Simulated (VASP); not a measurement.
# Ta4NiO11 (Pmmm) in VASP: relaxation of cell and atoms with PBE

Aim: the relaxation of cell and atoms of Ta4NiO11 with PBE.

All numbers are computed with VASP 6.6.1; they aren't measurements. Logs are shortened: lines on timing, memory, paths and dates and some standing lists are left out, and cuts for length are marked.

## Step 1: Starting point

Symmetry: Pmmm, No. 47, orthorhombic system. Conventional cell: a = 3.800 Å, b = 3.850 Å, c = 12.600 Å, α = 90.00°, β = 90.00°, γ = 90.00°. Ta (site symmetry mm2) is surrounded by 4 O at 1.90 to 1.93 Å. Ta (site symmetry mm2) is surrounded by 5 O at 1.90 to 1.93 Å. Ni (site symmetry mmm) has 4 O at 1.90 to 1.93 Å as nearest neighbours. O (site symmetry mmm) has 2 Ni at 1.90 Å as nearest neighbours. Around O (site symmetry mmm) lie 2 Ni at 1.93 Å. Around O (site symmetry mm2) lie 2 Ta at 1.90 Å. Around O (site symmetry mm2) lie 2 Ta at 1.93 Å. Around O (site symmetry mm2) lie 2 Ta at 1.90 Å.

The cell was built by a generator and needn't be a form met in nature.

## Step 2: Relaxation of cell and atoms, PBE, collinear spin, ferromagnetic start

Contents of INCAR:

```
SYSTEM = Ta4NiO11
PREC = Normal ; ENCUT = 520
EDIFF = 1E-4 ; ISMEAR = 0
SIGMA = 0.15 ; LREAL = Auto
LASPH = .TRUE. ; NELM = 60
ALGO = Fast ; ISIF = 3
LWAVE = .FALSE. ; LCHARG = .FALSE.
ISPIN = 2 ; MAGMOM = 0 0 0 0 1 0 0 0 0 0 0 0 0 0 0 0
LORBIT = 11 ; LMAXMIX = 4
GGA = PE ; IBRION = 2
NSW = 24 ; EDIFFG = -0.08
```

Contents of KPOINTS:

```
regular mesh
0
G
  4 4 1
  0 0 0
```

Contents of POSCAR:

```
Ta4NiO11
1.0
    3.8000000000      0.0000000000      0.0000000000
    0.0000000000      3.8500000000      0.0000000000
    0.0000000000      0.0000000000     12.6000000000
Ta Ni O
4 1 11
Direct
    0.5000000000      0.0000000000      0.8250000000
    0.5000000000      0.0000000000      0.1750000000
    0.0000000000      0.0000000000      0.6510000000
    0.0000000000      0.0000000000      0.3490000000
    0.0000000000      0.0000000000      0.0000000000
    0.5000000000      0.0000000000      0.0000000000
    0.0000000000      0.5000000000      0.0000000000
    0.0000000000      0.0000000000      0.8250000000
    0.5000000000      0.5000000000      0.8250000000
    0.0000000000      0.0000000000      0.1750000000
    0.5000000000      0.5000000000      0.1750000000
    0.5000000000      0.0000000000      0.6510000000
    0.5000000000      0.0000000000      0.3490000000
    0.0000000000      0.0000000000      0.5000000000
    0.0000000000      0.5000000000      0.6510000000
    0.0000000000      0.5000000000      0.3490000000
```

Potentials or basis: VASP PAW PBE potentials, release 64 (Ta_pv, Ni, O).

Started as:

```bash
$ cat potpaw_PBE.64/Ta_pv/POTCAR potpaw_PBE.64/Ni/POTCAR potpaw_PBE.64/O/POTCAR > POTCAR
$ mpirun -np 4 vasp_std > vasp.out
```

OUTCAR:

```text
SYSTEM = Ta4NiO11
   PREC = Normal
   ENCUT = 520
   EDIFF = 1E-4
   ISMEAR = 0
   LREAL = Auto
   LASPH = .TRUE.
   NELM = 60
   ISIF = 3
   ISPIN = 2
   LORBIT = 11
   GGA = PE
   IBRION = 2
   NSW = 24
   EDIFFG = -0.08

 ion  position               nearest neighbor table
   1  0.500  0.000  0.825-   8 1.90   8 1.90   9 1.93   9 1.93  12 2.19   6 2.20   3 2.90   3 2.90
                             5 2.91   5 2.91
   2  0.500  0.000  0.175-  10 1.90  10 1.90  11 1.93  11 1.93  13 2.19   6 2.20   4 2.90   4 2.90
                             5 2.91   5 2.91
   3  0.000  0.000  0.651-  12 1.90  12 1.90  14 1.90  15 1.93  15 1.93   8 2.19   1 2.90   1 2.90

   4  0.000  0.000  0.349-  13 1.90  13 1.90  14 1.90  16 1.93  16 1.93  10 2.19   2 2.90   2 2.90

   5  0.000  0.000  0.000-   6 1.90   6 1.90   7 1.93   7 1.93   8 2.20  10 2.20   1 2.91   1 2.91
                             2 2.91   2 2.91
   6  0.500  0.000  0.000-   5 1.90   5 1.90   1 2.20   2 2.20
   7  0.000  0.500  0.000-   5 1.93   5 1.93
   8  0.000  0.000  0.825-   1 1.90   1 1.90   3 2.19   5 2.20
   9  0.500  0.500  0.825-   1 1.93   1 1.93
  10  0.000  0.000  0.175-   2 1.90   2 1.90   4 2.19   5 2.20
  11  0.500  0.500  0.175-   2 1.93   2 1.93
  12  0.500  0.000  0.651-   3 1.90   3 1.90   1 2.19
  13  0.500  0.000  0.349-   4 1.90   4 1.90   2 2.19
  14  0.000  0.000  0.500-   3 1.90   4 1.90
  15  0.000  0.500  0.651-   3 1.93   3 1.93
  16  0.000  0.500  0.349-   4 1.93   4 1.93

  LATTYP: Found a simple orthorhombic cell.
 ALAT       =     3.8000000000
 B/A-ratio  =     1.0131578947
 C/A-ratio  =     3.3157894737

  Lattice vectors:

 A1 = (   3.8000000000,   0.0000000000,   0.0000000000)
 A2 = (   0.0000000000,   3.8500000000,   0.0000000000)
 A3 = (   0.0000000000,   0.0000000000,  12.6000000000)

Analysis of symmetry for initial positions (statically):
=====================================================================
 Subroutine PRICEL returns:
 Original cell was already a primitive cell.

 Routine SETGRP: Setting up the symmetry group for a
 simple orthorhombic supercell.

 Subroutine GETGRP returns: Found  8 space group operations
 (whereof  8 operations were pure point group operations)
 out of a pool of  8 trial point group operations.

The static configuration has the point symmetry D_2h.

Analysis of symmetry for dynamics (positions and initial velocities):
=====================================================================
 Subroutine PRICEL returns:
 Original cell was already a primitive cell.

 Routine SETGRP: Setting up the symmetry group for a
 simple orthorhombic supercell.

 Subroutine GETGRP returns: Found  8 space group operations
 (whereof  8 operations were pure point group operations)
 out of a pool of  8 trial point group operations.

The dynamic configuration has the point symmetry D_2h.

Analysis of structural, dynamic, and magnetic symmetry:
=====================================================================
 Subroutine PRICEL returns:
 Original cell was already a primitive cell.

 Routine SETGRP: Setting up the symmetry group for a
 simple orthorhombic supercell.

 Subroutine GETGRP returns: Found  8 space group operations
 (whereof  8 operations were pure point group operations)
 out of a pool of  8 trial point group operations.

The overall configuration has the point symmetry D_2h.

 Subroutine INISYM returns: Found  8 space group operations
 (whereof  8 operations are pure point group operations),
 and found     1 'primitive' translations

----------------------------------------------------------------------------------------

                                     Primitive cell

  volume of cell :     184.3380

  direct lattice vectors                    reciprocal lattice vectors
     3.800000000  0.000000000  0.000000000     0.263157895  0.000000000  0.000000000
     0.000000000  3.850000000  0.000000000     0.000000000  0.259740260  0.000000000
     0.000000000  0.000000000 12.600000000     0.000000000  0.000000000  0.079365079

  length of vectors
     3.800000000  3.850000000 12.600000000     0.263157895  0.259740260  0.079365079

  position of ions in fractional coordinates (direct lattice)
     0.500000000  0.000000000  0.825000000
     0.500000000  0.000000000  0.175000000
     0.000000000  0.000000000  0.651000000
[... 44 lines left out ...]
     0.065789474  0.000000000  0.000000000     0.250000000  0.000000000  0.000000000
     0.000000000  0.064935065  0.000000000     0.000000000  0.250000000  0.000000000
     0.000000000  0.000000000  0.079365079     0.000000000  0.000000000  1.000000000

  Length of vectors
     0.065789474  0.064935065  0.079365079

  Shift w.r.t. Gamma in fractional coordinates (k-lattice)
     0.000000000  0.000000000  0.000000000

 Subroutine IBZKPT returns following result:
 ===========================================

 Found      9 irreducible k-points:

 Following reciprocal coordinates:
            Coordinates               Weight
  0.000000  0.000000  0.000000      1.000000
  0.250000  0.000000  0.000000      2.000000
  0.500000  0.000000  0.000000      1.000000
  0.000000  0.250000  0.000000      2.000000
  0.250000  0.250000  0.000000      4.000000
  0.500000  0.250000  0.000000      2.000000
  0.000000  0.500000  0.000000      1.000000
  0.250000  0.500000  0.000000      2.000000
  0.500000  0.500000  0.000000      1.000000
   k-points           NKPTS =      9   k-points in BZ     NKDIM =      9   number of bands    NBANDS=     76
   number of dos      NEDOS =    301   number of ions     NIONS =     16
   total plane-waves  NPLWV =  40320
   dimension x,y,z NGX =    24 NGY =   24 NGZ =   70
   dimension x,y,z NGXF=    48 NGYF=   48 NGZF=  140
   ions per type =               4   1  11
   NGX,Y,Z   is equivalent  to a cutoff of  10.50, 10.36,  9.24 a.u.
   NGXF,Y,Z  is equivalent  to a cutoff of  21.00, 20.73, 18.47 a.u.
 SYSTEM =  Ta4NiO11
   PREC   = normal    normal or accurate (medium, high low for compatibility)
   ISTART =      0    job   : 0-new  1-cont  2-samecut
   ICHARG =      2    charge: 1-file 2-atom 10-const
   ISPIN  =      2    spin polarized calculation?
   LNONCOLLINEAR =      F non collinear calculations
   LSORBIT =      F    spin-orbit coupling
   LASPH  =      T    aspherical Exc in radial PAW
   ENCUT  =  520.0 eV  38.22 Ry    6.18 a.u.   7.07  7.16 23.43*2*pi/ulx,y,z
   NELM   =     60;   NELMIN=  2; NELMDL= -5     # of ELM steps
   EDIFF  = 0.1E-03   stopping-criterion for ELM
   LREAL  =      T    real-space projection
   EDIFFG = -.8E-01   stopping-criterion for IOM
   NSW    =     24    number of steps for IOM
   IBRION =      2    ionic relax: 0-MD 1-quasi-New 2-CG
   NFREE  =      1    steps in history (QN), initial steepest desc. (CG)
   ISIF   =      3    stress and relaxation
   ISYM   =      2    0-nonsym 1-usesym 2-fastsym
   POTIM  = 0.5000    time-step for ionic-motion
   TEBEG  =    0.0;   TEEND  =   0.0 temperature during run
   PSTRESS=    0.0 pullay stress
   NELECT =     120.0000    total number of electrons
   NUPDOWN=      -1.0000    fix difference up-down
   EMIN   =  10.00;   EMAX   =-10.00  energy-range for DOS
   EFERMI =   0.00;   METHOD = LEGACY
   ISMEAR =     0;   SIGMA  =   0.15  broadening in eV -4-tet -1-fermi 0-gaus
   EFERMI_NEDOS =   21; number of points for ismear=-14 and -15
   IALGO  =     68    algorithm
   IMIX   =      4    mixing-type and parameters
     AMIX     =   0.40;   BMIX     =  1.00
     AMIX_MAG =   1.60;   BMIX_MAG =  1.00
  volume/ion in A,a.u.               =      11.52        77.75
  Fermi-wavevector in a.u.,A,eV,Ry     =   1.418830  2.681199 27.389587  2.013078
  Thomas-Fermi vector in A             =   2.539914
   LORBIT       =     11    0 simple, 1 ext, 2 COOP (PROOUT), +10 PAW based schemes
   GGA     = PE    functional components
   LHFCALC =     F    Hartree Fock is set to
   AEXX    =    0.0000 exact exchange contribution
   IVDW    =     0    specifies the selected vdW correction
   LEPSILON=     F    determine dielectric tensor
   LRPA    =     F    only Hartree local field effects (RPA)
 conjugate gradient relaxation of ions
 spin polarized calculation
 RMM-DIIS sequential band-by-band and
 Gauss-broadening in eV      SIGMA  =   0.15
  energy-cutoff  :      520.00
  volume of cell :      184.34
 maximum number of plane-waves:      4974
   NGX = 15   NGY = 15   NGZ = 47

--------------------------------------- Ionic step        1  -------------------------------------------

 number of electron     120.0000020 magnetization       1.3318701

 Free energy of the ion-electron system (eV)
  ---------------------------------------------------
  ext. energy  EPLUGINS =         0.00000000
  ---------------------------------------------------
  free energy    TOTEN  =      -140.25528646 eV

  energy without entropy =     -140.20569820  energy(sigma->0) =     -140.23049233

 E-fermi :   3.7256     XC(G=0): -11.0485

 val. band max:        3.6235382081   @ k =   0.2500   0.2500   0.0000
 cond. band min:       3.7314120542   @ k =   0.0000   0.0000   0.0000
 fundamental gap:      0.1078738461
 Fermi energy:         3.7255841661
[... 2862 lines left out ...]
  FREE ENERGIE OF THE ION-ELECTRON SYSTEM (eV)
  ---------------------------------------------------
  free  energy   TOTEN  =      -143.2311048807 eV

  energy  without entropy=     -143.1725765210  energy(sigma->0) =     -143.20184070

[... ionic steps 4 to 19 ...]

--------------------------------------- Ionic step       20  -------------------------------------------

 number of electron     119.9999960 magnetization       0.3408572

------------------------ aborting loop because EDIFF is reached ----------------------------------------
[... 95 lines left out ...]
--------------------------------------- Ionic step       22  -------------------------------------------

 number of electron     119.9999831 magnetization       0.4401017

 Free energy of the ion-electron system (eV)
  ---------------------------------------------------
  ext. energy  EPLUGINS =         0.00000000
  ---------------------------------------------------
  free energy    TOTEN  =      -145.34948802 eV

  energy without entropy =     -145.32157221  energy(sigma->0) =     -145.33553011

 E-fermi :   3.2318     XC(G=0): -10.5460

 val. band max:        3.1644237240   @ k =   0.0000   0.5000   0.0000
 cond. band min:       3.2713645423   @ k =   0.0000   0.2500   0.0000
 fundamental gap:      0.1069408183
 Fermi energy:         3.2317975840
[... 1397 lines left out ...]
  FREE ENERGIE OF THE ION-ELECTRON SYSTEM (eV)
  ---------------------------------------------------
  free  energy   TOTEN  =      -145.3494880177 eV

  energy  without entropy=     -145.3215722077  energy(sigma->0) =     -145.33553011

 reached required accuracy - stopping structural energy minimisation

 total charge

# of ion       s       p       d       tot
------------------------------------------
    1        0.327   6.316   2.060   8.703
    2        0.327   6.316   2.060   8.703
    3        0.349   6.347   2.074   8.770
    4        0.349   6.347   2.074   8.770
    5        0.404   0.486   8.344   9.234
    6        1.567   3.480   0.000   5.047
[... 8 lines left out ...]
   15        1.578   3.534   0.000   5.112
   16        1.578   3.534   0.000   5.112
--------------------------------------------------
tot         19.040  64.321  16.612  99.974

 magnetization (x)

# of ion       s       p       d       tot
------------------------------------------
    1       -0.000  -0.000  -0.007  -0.007
    2       -0.000  -0.000  -0.007  -0.007
    3       -0.000  -0.000  -0.000  -0.000
    4       -0.000  -0.000  -0.000  -0.000
    5        0.002  -0.005   0.195   0.192
    6        0.000   0.002   0.000   0.002
[... 8 lines left out ...]
   15       -0.000   0.000   0.000   0.000
   16       -0.000   0.000   0.000   0.000
--------------------------------------------------
tot          0.005   0.221   0.181   0.407
```

It took 8.5 min on 4 MPI ranks of Intel Xeon Platinum 8488C (Sapphire Rapids), shared host; peak memory 0.18 GiB.

Results:

```yaml
Free_energy: -145.3495 eV
Relaxed_volume: 12.62 Å³/atom
Relaxed_cell: a = 3.934 Å, b = 3.834 Å, c = 13.389 Å, α = 90.00°, β = 90.00°, γ = 90.00°
Space_group_after_relaxing_to_0.05_Å: Pmmm (No. 47)
Energy_gained_by_relaxing: 318.4 meV/atom
Ionic_steps: 22
Pressure_after_relaxing: -0.2 GPa
Largest_force_after_relaxing: 0.074 eV/Å
Band_gap_on_the_k_mesh: none (metal or under the smearing width)
Net_moment: 0.44 μB per cell
Site_moments: Ta -0.01, -0.00; Ni +0.19; O +0.00, +0.23, -0.00 μB
Valence_electrons_inside_the_program's_atomic_spheres: Ta 8.70, 8.77; Ni 9.23; O 5.05, 4.87, 5.09, 5.10, 5.11
```

Forces in eV/Å, atoms in the order of the input:
```
Ta   0.000  0.000  0.050
Ta   0.000  0.000 -0.050
Ta   0.000  0.000 -0.027
Ta   0.000  0.000  0.027
Ni   0.000  0.000  0.000
O    0.000  0.000  0.000
O    0.000  0.000  0.000
O    0.000  0.000 -0.064
O    0.000  0.000 -0.023
O    0.000  0.000  0.064
O    0.000  0.000  0.023
O    0.000  0.000  0.025
O    0.000  0.000 -0.025
O    0.000  0.000  0.000
O    0.000  0.000 -0.074
O    0.000  0.000  0.074
```

The path:
| step | energy change (eV) | largest force (eV/Å) | pressure (GPa) | volume (Å³) |
| --- | --- | --- | --- | --- |
| 1 | 0.0000 | 4.6138 | 24.06 | 184.34 |
| 2 | 1.5230 | 8.9913 | -20.54 | 232.59 |
| 3 | -2.9758 | 2.2087 | -3.94 | 204.07 |
| 4 | -2.9840 | 2.2512 | -3.24 | 203.04 |
| 5 | -2.9831 | 2.2763 | -2.33 | 202.32 |
| 6 | -3.9600 | 1.9659 | 0.42 | 200.45 |
| 7 | -4.1758 | 1.4369 | 2.98 | 199.22 |
| 8 | -4.4833 | 1.7526 | 0.72 | 200.19 |
| 9 | -4.4930 | 2.2158 | 0.29 | 200.39 |
| 10 | -4.7747 | 1.1936 | -0.33 | 200.75 |
| 11 | -4.8861 | 0.5518 | -1.13 | 201.15 |
| 12 | -4.8872 | 0.5548 | -1.34 | 201.12 |
| 13 | -4.9412 | 0.4773 | 0.29 | 200.13 |
| 14 | -4.9480 | 0.6966 | 1.66 | 199.45 |
| 15 | -4.9922 | 0.4477 | 1.05 | 200.09 |
| 16 | -5.0246 | 0.2510 | 0.17 | 201.22 |
| 17 | -5.0509 | 0.3216 | -1.08 | 201.74 |
| 18 | -5.0510 | 0.3169 | -0.63 | 201.71 |
| 19 | -5.0654 | 0.2551 | 0.03 | 201.13 |
| 20 | -5.0702 | 0.2132 | 0.88 | 200.52 |
| 21 | -5.0822 | 0.1671 | 0.69 | 200.91 |
| 22 | -5.0942 | 0.0741 | -0.18 | 201.94 |

Final structure:
```
Ta Ni O
1.0
     3.93350    0.00000    0.00000
     0.00000    3.83438    0.00000
     0.00000    0.00000   13.38870
Ta Ni O
4 1 11
Direct
  0.50000 0.00000 0.84556
  0.50000 0.00000 0.15444
  0.00000 0.00000 0.64359
  0.00000 0.00000 0.35641
  0.00000 0.00000 0.00000
  0.50000 0.00000 0.00000
  0.00000 0.50000 0.00000
  0.00000 0.00000 0.80629
  0.50000 0.50000 0.83556
  0.00000 0.00000 0.19371
  0.50000 0.50000 0.16444
  0.50000 0.00000 0.68090
  0.50000 0.00000 0.31910
  0.00000 0.00000 0.50000
  0.00000 0.50000 0.65003
  0.00000 0.50000 0.34997
```

Levels at points of the mesh, in eV from the Fermi level:
Spin up:
```csv
k point,band 57,band 58,band 59,band 60,band 61,band 62,band 63,band 64
"(0.00, 0.00, 0.00)",-1.84,-1.46,-1.34,-1.28,-1.24,0.64,0.66,1.11
"(0.50, 0.00, 0.00)",-1.51,-1.39,-1.34,-1.23,-0.22,1.05,1.16,1.23
"(0.00, 0.50, 0.00)",-1.82,-1.34,-0.14,-0.07,0.07,2.44,2.70,2.96
"(0.50, 0.50, 0.00)",-1.34,-1.30,-0.23,0.08,0.90,1.78,2.16,2.68
```
Spin down:
| k point | band 57 | band 58 | band 59 | band 60 | band 61 | band 62 | band 63 | band 64 |
| --- | --- | --- | --- | --- | --- | --- | --- | --- |
| (0.00, 0.00, 0.00) | -1.68 | -1.25 | -1.21 | -1.12 | -0.59 | 0.63 | 0.66 | 1.11 |
| (0.50, 0.00, 0.00) | -1.27 | -1.21 | -1.02 | -0.90 | -0.09 | 1.05 | 1.16 | 1.26 |
| (0.00, 0.50, 0.00) | -1.82 | -1.21 | 0.06 | 0.34 | 0.49 | 2.44 | 2.71 | 2.95 |
| (0.50, 0.50, 0.00) | -1.21 | -1.20 | 0.35 | 0.38 | 0.88 | 1.78 | 2.30 | 2.70 |

Caveat: the k mesh is coarse (spacing up to 0.50 Å⁻¹), so the values aren't converged; a cell with one magnetic atom can't hold antiferromagnetic order, which such compounds often take; semilocal functionals often make such compounds metallic where correlation or magnetic order opens a gap, which also shifts bond lengths; the relaxation stopped at a loose force limit of 0.08 eV/Å, so its end isn't a converged minimum. Spin-orbit coupling is left out, which matters for the levels of Ta.
